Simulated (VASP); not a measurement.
OSZICAR of a VASP run on MgB$_{2}$ (AlB2 type):

OSZICAR:
```
       N       E                     dE             d eps       ncg     rms          rms(c)
DAV:   1     0.850864249810E+01    0.85086E+01   -0.43586E+03  1336   0.976E+02
DAV:   2    -0.174525001331E+02   -0.25961E+02   -0.24649E+02  1872   0.121E+02
DAV:   3    -0.178039464568E+02   -0.35145E+00   -0.35086E+00  1656   0.168E+01
DAV:   4    -0.178044355999E+02   -0.48914E-03   -0.48912E-03  1944   0.581E-01
DAV:   5    -0.178044358453E+02   -0.24543E-06   -0.24515E-06  1720   0.107E-02    0.518E+00
DAV:   6    -0.164632753107E+02    0.13412E+01   -0.22151E+00  1408   0.813E+00    0.250E+00
DAV:   7    -0.162348223453E+02    0.22845E+00   -0.11904E+00  1560   0.587E+00    0.763E-01
DAV:   8    -0.162336283081E+02    0.11940E-02   -0.16732E-01  1408   0.252E+00    0.457E-01
DAV:   9    -0.162227219272E+02    0.10906E-01   -0.36794E-02  1376   0.106E+00    0.486E-02
DAV:  10    -0.162227683943E+02   -0.46467E-04   -0.11019E-03  1848   0.243E-01    0.295E-02
DAV:  11    -0.162227370735E+02    0.31321E-04   -0.25144E-04  1376   0.910E-02    0.678E-03
DAV:  12    -0.162227337212E+02    0.33524E-05   -0.14773E-05  1496   0.242E-02    0.825E-04
DAV:  13    -0.162227337294E+02   -0.82901E-08   -0.20978E-07   928   0.387E-03
   1 F= -.16222734E+02 E0= -.16222813E+02  d E =-.162227E+02
       N       E                     dE             d eps       ncg     rms          rms(c)
DAV:   1    -0.162272596971E+02   -0.45260E-02   -0.71223E-02  1840   0.212E+00    0.157E-01
DAV:   2    -0.162257499028E+02    0.15098E-02   -0.31843E-03  1704   0.366E-01    0.688E-02
DAV:   3    -0.162254578118E+02    0.29209E-03   -0.11610E-03  1544   0.187E-01    0.165E-02
DAV:   4    -0.162254502775E+02    0.75343E-05   -0.46893E-05  1528   0.533E-02    0.380E-03
DAV:   5    -0.162254493038E+02    0.97367E-06   -0.44057E-06  1592   0.122E-02
   2 F= -.16225449E+02 E0= -.16225450E+02  d E =-.271557E-02
       N       E                     dE             d eps       ncg     rms          rms(c)
DAV:   1    -0.162255323344E+02   -0.82057E-04   -0.15809E-03  1784   0.316E-01    0.235E-02
DAV:   2    -0.162254994970E+02    0.32837E-04   -0.70749E-05  1768   0.548E-02    0.102E-02
DAV:   3    -0.162254934837E+02    0.60134E-05   -0.23892E-05  1528   0.269E-02    0.249E-03
DAV:   4    -0.162254933806E+02    0.10305E-06   -0.97408E-07   992   0.776E-03
   3 F= -.16225493E+02 E0= -.16225509E+02  d E =-.275965E-02
       N       E                     dE             d eps       ncg     rms          rms(c)
DAV:   1    -0.162260049439E+02   -0.51146E-03   -0.86589E-03  1552   0.901E-01    0.672E-02
DAV:   2    -0.162257767408E+02    0.22820E-03   -0.51598E-04  1640   0.145E-01    0.267E-02
DAV:   3    -0.162257450311E+02    0.31710E-04   -0.13667E-04  1624   0.679E-02    0.482E-03
DAV:   4    -0.162257440653E+02    0.96577E-06   -0.22432E-06  1400   0.124E-02
   4 F= -.16225744E+02 E0= -.16225782E+02  d E =-.250685E-03
```

Problem. Which electronic solver shows in the log?

Solution. It is blocked Davidson (ALGO = Normal, or the opening steps of other solvers). The INCAR had ALGO = Normal.

Problem. Can the final energy be trusted as converged?

Solution. The calculation finished and met its thresholds. It stopped with EDIFF = 1E-6, NELM = 100, NSW = 40 and EDIFFG = -0.02 after 4 ionic steps (PBEsol GGA, plane waves, VASP's PBE PAW potentials (set 64)).

The compound is MgB2 in the AlB2 type structure. This run relaxes it. Symmetry was kept, so distortions that lower it aren't found.
